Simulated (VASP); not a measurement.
Input:

```yaml
crystal:
  lattice:
    - [-1.69659, 2.52462, 1.86992]
    - [1.69659, -2.52462, 1.86992]
    - [1.69659, 2.52462, -1.86992]
  atoms:
    - { symbol: P, position: [0.80368, 0.05368, 0.75000] }
    - { symbol: P, position: [0.19632, 0.94632, 0.25000] }
```

Computed with r2SCAN meta-GGA, VASP's PBE PAW potentials (set 64) (plane waves; VASP). Run with 400 eV cut-off, 16×16×16 Γ-centred mesh, tetrahedra with Blöchl corrections, potentials P.

### Question
Give the energies of bands 2 to 8 at the high-symmetry points, in eV from the Fermi level.

### Answer

| band | Γ | X | F0 | Λ0 | R | W | S | T |
|---|---|---|---|---|---|---|---|---|
| 2 | -3.50 | -8.89 | -11.22 | -10.15 | -10.77 | -12.06 | -11.72 | -13.02 |
| 3 | -3.30 | -8.42 | -8.06 | -8.42 | -6.83 | -7.54 | -3.62 | -3.79 |
| 4 | -3.23 | -5.66 | -4.92 | -5.11 | -5.87 | -7.54 | -2.01 | -3.79 |
| 5 | -2.55 | -5.53 | -4.81 | -3.74 | -5.57 | -0.07 | -1.85 | -0.19 |
| 6 | 1.41 | 0.24 | 3.67 | 1.58 | 0.50 | -0.07 | 0.45 | -0.19 |
| 7 | 2.44 | 6.75 | 4.46 | 4.17 | 7.02 | 5.44 | 0.73 | 0.24 |
| 8 | 4.18 | 8.80 | 4.92 | 7.78 | 7.41 | 5.44 | 1.92 | 0.24 |

It has no gap at this level: it comes out as a metal or semimetal.

The structure comes from a computed database's P entry (Imma); how it stands against other phases isn't given here. It was relaxed first.
